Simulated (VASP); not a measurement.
Calculation: revPBE GGA, VASP's PBE PAW potentials (set 64) (plane waves; VASP).

The input files of a VASP run:

### INCAR
```
SYSTEM = K
PREC = Accurate
ENCUT = 520
EDIFF = 1E-7
NELM = 100
ALGO = Normal
LREAL = .FALSE.
LASPH = .TRUE.
ISMEAR = -5
GGA = RE
LWAVE = .FALSE.
LCHARG = .TRUE.
LORBIT = 11
NEDOS = 601
ISIF = 2
```

KPOINTS:
```
Regular mesh
0
gamma
 11 11 11
0 0 0
```

**POSCAR**
```
K
1
   -2.7028908234     2.7028908234     2.7028908234
    2.7028908234    -2.7028908234     2.7028908234
    2.7028908234     2.7028908234    -2.7028908234
K
1
Direct
  0.0000000000   0.0000000000   0.0000000000
```

POTCAR, in this order: K_sv (PBE.64 set). Program: vasp_std.

Q: Predict the energy per atom (σ→0), band gap (on the k-mesh).

A: 
- energy per atom (σ→0) = -0.947 eV/atom
- band gap (on the k-mesh) = none (metal, semimetal or under 0.01 eV)

File OSZICAR:
```
...
DAV:   5    -0.941388507972E+00   -0.40607E-03   -0.40556E-03  1488   0.310E-01    0.158E+00
DAV:   6    -0.944321143875E+00   -0.29326E-02   -0.14028E-03  1456   0.315E-01    0.948E-01
DAV:   7    -0.946667456101E+00   -0.23463E-02   -0.33141E-03  1200   0.522E-01    0.522E-02
DAV:   8    -0.946827017326E+00   -0.15956E-03   -0.13498E-04  1488   0.146E-01    0.130E-02
DAV:   9    -0.946834515620E+00   -0.74983E-05   -0.10370E-05  1352   0.290E-02    0.420E-03
DAV:  10    -0.946833867613E+00    0.64801E-06   -0.63332E-07  1488   0.909E-03    0.554E-04
DAV:  11    -0.946833873262E+00   -0.56486E-08   -0.11756E-08  1104   0.882E-04
   1 F= -.94683387E+00 E0= -.94683387E+00  d E =0.000000E+00
```

The compound is K in the bcc structure. It was relaxed first, which changed the volume by +7 %.
